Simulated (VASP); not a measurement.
All values below come from PBE GGA with D3 dispersion (Becke-Johnson damping), VASP's PBE PAW potentials (set 64) (plane waves; VASP).

VASP input:

KPOINTS:
```
Automatic mesh
0
G
 9 9 5
0 0 0
```

POSCAR:
```
SnSe2
1
    3.8450786758     0.0000000000     0.0000000000
   -1.9225393379     3.3299360300     0.0000000000
    0.0000000000    -0.0000000000     5.9913536808
Sn Se
1 2
Direct
  0.0000000000   0.0000000000   0.0000000000
  0.3333330000   0.6666670000   0.2500000000
  0.6666670000   0.3333330000   0.7500000000
```

**INCAR**
```
SYSTEM = SnSe2
PREC = Normal; ENCUT = 400; LREAL = .FALSE.
LASPH = .TRUE.
EDIFF = 1E-5; NELM = 100; NELMIN = 4
ALGO = Fast; LMAXMIX = 4
ISMEAR = 0; SIGMA = 0.05
GGA = PE; IVDW = 12
IBRION = 2; NSW = 20; ISIF = 2
EDIFFG = -0.03
LWAVE = .FALSE.; LCHARG = .FALSE.
```

POTCAR, in this order: Sn_d Se (PBE.64 set). Program: vasp_std.

What VASP printed:

File OSZICAR:
```
       N       E                     dE             d eps       ncg     rms          rms(c)
DAV:   1     0.175861668701E+03    0.17586E+03   -0.10965E+04  1716   0.147E+03
DAV:   2     0.565371221226E+01   -0.17021E+03   -0.16728E+03  1938   0.347E+02
DAV:   3    -0.114436323790E+02   -0.17097E+02   -0.16255E+02  2041   0.109E+02
DAV:   4    -0.119884872462E+02   -0.54485E+00   -0.54427E+00  2167   0.205E+01
DAV:   5    -0.120003634377E+02   -0.11876E-01   -0.11875E-01  2505   0.299E+00    0.525E+00
RMM:   6    -0.117362748342E+02    0.26409E+00   -0.40826E-01  1892   0.524E+00    0.323E+00
RMM:   7    -0.117208415265E+02    0.15433E-01   -0.26421E-01  1784   0.271E+00    0.110E+00
RMM:   8    -0.117172923708E+02    0.35492E-02   -0.28215E-02  1899   0.194E+00    0.143E-01
RMM:   9    -0.117174875091E+02   -0.19514E-03   -0.48893E-03  2030   0.684E-01    0.837E-02
RMM:  10    -0.117175845226E+02   -0.97014E-04   -0.12928E-03  2074   0.338E-01    0.445E-02
RMM:  11    -0.117176197127E+02   -0.35190E-04   -0.27576E-04  1919   0.150E-01    0.132E-02
RMM:  12    -0.117176192114E+02    0.50135E-06   -0.71270E-05  1868   0.751E-02
   1 F= -.12807451E+02 E0= -.12807451E+02  d E =-.128075E+02
       N       E                     dE             d eps       ncg     rms          rms(c)
DAV:   1    -0.117665261780E+02   -0.48906E-01   -0.39060E+00  1763   0.904E+00    0.555E-01
RMM:   2    -0.117814808037E+02   -0.14955E-01   -0.18108E-01  1835   0.224E+00    0.161E-01
RMM:   3    -0.117836488264E+02   -0.21680E-02   -0.22819E-02  1953   0.961E-01    0.154E-01
RMM:   4    -0.117837380823E+02   -0.89256E-04   -0.33841E-03  1993   0.417E-01    0.520E-02
RMM:   5    -0.117838019001E+02   -0.63818E-04   -0.76644E-04  1882   0.195E-01    0.311E-02
RMM:   6    -0.117838099734E+02   -0.80733E-05   -0.18874E-04  1857   0.946E-02    0.884E-03
RMM:   7    -0.117838118549E+02   -0.18815E-05   -0.40624E-05  1470   0.440E-02
   2 F= -.12874902E+02 E0= -.12874902E+02  d E =-.674509E-01
       N       E                     dE             d eps       ncg     rms          rms(c)
DAV:   1    -0.117885241077E+02   -0.47141E-02   -0.41209E+00  1743   0.923E+00    0.566E-01
RMM:   2    -0.118033971736E+02   -0.14873E-01   -0.17957E-01  1833   0.227E+00    0.158E-01
RMM:   3    -0.118052462972E+02   -0.18491E-02   -0.20083E-02  1950   0.949E-01    0.144E-01
RMM:   4    -0.118053458985E+02   -0.99601E-04   -0.32489E-03  2013   0.424E-01    0.517E-02
RMM:   5    -0.118054083003E+02   -0.62402E-04   -0.77979E-04  1874   0.199E-01    0.343E-02
RMM:   6    -0.118054158119E+02   -0.75115E-05   -0.16749E-04  1879   0.957E-02    0.933E-03
RMM:   7    -0.118054177067E+02   -0.18948E-05   -0.36788E-05  1454   0.418E-02
   3 F= -.12897600E+02 E0= -.12897600E+02  d E =-.901489E-01
```

### OUTCAR
```
------------------------ aborting loop because EDIFF is reached ----------------------------------------
 Edisp (eV)   -1.09218
  FORCE on cell =-STRESS in cart. coord.  units (eV):
  Direction    XX          YY          ZZ          XY          YZ          ZX
  --------------------------------------------------------------------------------------
  Total      -0.05789    -0.05789     0.00825     0.00000     0.00000    -0.00000
  in kB      -1.20914    -1.20914     0.17229     0.00000     0.00000    -0.00000
  external pressure =       -0.75 kB  Pullay stress =        0.00 kB
  volume of cell :       76.71
      direct lattice vectors                 reciprocal lattice vectors
     3.845078676  0.000000000  0.000000000     0.260072702  0.150153035  0.000000000
    -1.922539338  3.329936030  0.000000000     0.000000000  0.300306069  0.000000000
     0.000000000  0.000000000  5.991353681     0.000000000  0.000000000  0.166907189
 POSITION                                       TOTAL-FORCE (eV/Angst)
 -----------------------------------------------------------------------------------
      0.00000      0.00000      0.00000         0.000000      0.000000      0.000000
     -0.00000      2.21996      1.59276        -0.000000      0.000000      0.000234
      1.92254      1.10998      4.39859         0.000000     -0.000000     -0.000234
 -----------------------------------------------------------------------------------
    total drift:                               -0.000000      0.000000      0.000000
  FREE ENERGIE OF THE ION-ELECTRON SYSTEM (eV)
  ---------------------------------------------------
  free  energy   TOTEN  =       -12.8975997849 eV

  energy  without entropy=      -12.8975997849  energy(sigma->0) =      -12.89759978

 reached required accuracy - stopping structural energy minimisation
```
(Selected blocks of OUTCAR.)

File CONTCAR:
```
SnSe2
   1.00000000000000
     3.8450786758000000    0.0000000000000000    0.0000000000000000
    -1.9225393379000000    3.3299360299999998    0.0000000000000000
     0.0000000000000000    0.0000000000000000    5.9913536807999996
  Sn              Se
     1     2
Direct
     0.0000000000000000    0.0000000000000000    0.0000000000000000
     0.3333330000000032    0.6666669999999968    0.2658439060676527
     0.6666669999999968    0.3333330000000032    0.7341560939323474
```

The compound is SnSe2 in the 1T layered structure. This run relaxes the ions in a fixed cell. Symmetry was kept, so distortions that lower it aren't found.
